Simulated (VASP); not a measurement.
Input:

```
Mo
1.0
   -1.56505     1.56505     1.56505
    1.56505    -1.56505     1.56505
    1.56505     1.56505    -1.56505
Mo
1
Cartesian
  0.00000   0.00000   0.00000
```

Calculation: PBEsol GGA, VASP's PBE PAW potentials (set 64) (plane waves; VASP). Run with 400 eV cut-off, 18×18×18 Γ-centred mesh, tetrahedra with Blöchl corrections, potentials Mo_sv.

Question: Tabulate the total density of states (states/eV per cell) against energy (eV; zero at the valence-band maximum or, without a gap, the Fermi level).

Answer: 
```json
[
 {"E (eV)": "-9.98", "DOS (states/eV)": "0.00"},
 {"E (eV)": "-9.74", "DOS (states/eV)": "0.00"},
 {"E (eV)": "-9.50", "DOS (states/eV)": "0.00"},
 {"E (eV)": "-9.26", "DOS (states/eV)": "0.00"},
 {"E (eV)": "-9.02", "DOS (states/eV)": "0.00"},
 {"E (eV)": "-8.90", "DOS (states/eV)": "0.00"},
 {"E (eV)": "-8.66", "DOS (states/eV)": "0.00"},
 {"E (eV)": "-8.42", "DOS (states/eV)": "0.00"},
 {"E (eV)": "-8.18", "DOS (states/eV)": "0.00"},
 {"E (eV)": "-7.94", "DOS (states/eV)": "0.00"},
 {"E (eV)": "-7.70", "DOS (states/eV)": "0.00"},
 {"E (eV)": "-7.46", "DOS (states/eV)": "0.00"},
 {"E (eV)": "-7.22", "DOS (states/eV)": "0.02"},
 {"E (eV)": "-6.98", "DOS (states/eV)": "0.04"},
 {"E (eV)": "-6.74", "DOS (states/eV)": "0.05"},
 {"E (eV)": "-6.62", "DOS (states/eV)": "0.06"},
 {"E (eV)": "-6.38", "DOS (states/eV)": "0.07"},
 {"E (eV)": "-6.14", "DOS (states/eV)": "0.09"},
 {"E (eV)": "-5.90", "DOS (states/eV)": "0.10"},
 {"E (eV)": "-5.66", "DOS (states/eV)": "0.13"},
 {"E (eV)": "-5.42", "DOS (states/eV)": "0.38"},
 {"E (eV)": "-5.18", "DOS (states/eV)": "0.80"},
 {"E (eV)": "-4.94", "DOS (states/eV)": "1.04"},
 {"E (eV)": "-4.70", "DOS (states/eV)": "1.19"},
 {"E (eV)": "-4.46", "DOS (states/eV)": "1.42"},
 {"E (eV)": "-4.34", "DOS (states/eV)": "1.48"},
 {"E (eV)": "-4.10", "DOS (states/eV)": "1.48"},
 {"E (eV)": "-3.86", "DOS (states/eV)": "1.05"},
 {"E (eV)": "-3.62", "DOS (states/eV)": "0.58"},
 {"E (eV)": "-3.38", "DOS (states/eV)": "1.41"},
 {"E (eV)": "-3.14", "DOS (states/eV)": "2.13"},
 {"E (eV)": "-2.90", "DOS (states/eV)": "1.70"},
 {"E (eV)": "-2.66", "DOS (states/eV)": "1.12"},
 {"E (eV)": "-2.42", "DOS (states/eV)": "0.80"},
 {"E (eV)": "-2.18", "DOS (states/eV)": "0.87"},
 {"E (eV)": "-2.06", "DOS (states/eV)": "1.06"},
 {"E (eV)": "-1.82", "DOS (states/eV)": "2.15"},
 {"E (eV)": "-1.58", "DOS (states/eV)": "1.71"},
 {"E (eV)": "-1.34", "DOS (states/eV)": "0.80"},
 {"E (eV)": "-1.10", "DOS (states/eV)": "0.60"},
 {"E (eV)": "-0.86", "DOS (states/eV)": "0.52"},
 {"E (eV)": "-0.62", "DOS (states/eV)": "0.50"},
 {"E (eV)": "-0.38", "DOS (states/eV)": "0.50"},
 {"E (eV)": "-0.14", "DOS (states/eV)": "0.53"},
 {"E (eV)": "0.10", "DOS (states/eV)": "0.63"},
 {"E (eV)": "0.22", "DOS (states/eV)": "0.76"},
 {"E (eV)": "0.46", "DOS (states/eV)": "0.97"},
 {"E (eV)": "0.70", "DOS (states/eV)": "1.03"},
 {"E (eV)": "0.94", "DOS (states/eV)": "1.17"},
 {"E (eV)": "1.18", "DOS (states/eV)": "1.36"},
 {"E (eV)": "1.42", "DOS (states/eV)": "1.29"},
 {"E (eV)": "1.66", "DOS (states/eV)": "1.52"},
 {"E (eV)": "1.90", "DOS (states/eV)": "1.32"},
 {"E (eV)": "2.14", "DOS (states/eV)": "1.48"},
 {"E (eV)": "2.38", "DOS (states/eV)": "2.28"},
 {"E (eV)": "2.50", "DOS (states/eV)": "2.22"},
 {"E (eV)": "2.74", "DOS (states/eV)": "1.11"},
 {"E (eV)": "2.98", "DOS (states/eV)": "0.85"},
 {"E (eV)": "3.22", "DOS (states/eV)": "0.74"},
 {"E (eV)": "3.46", "DOS (states/eV)": "0.71"}
]
```
Within 2 eV below the Fermi level the largest weight inside VASP's projection spheres is Mo d.

The compound is Mo in the bcc structure. It was relaxed first.
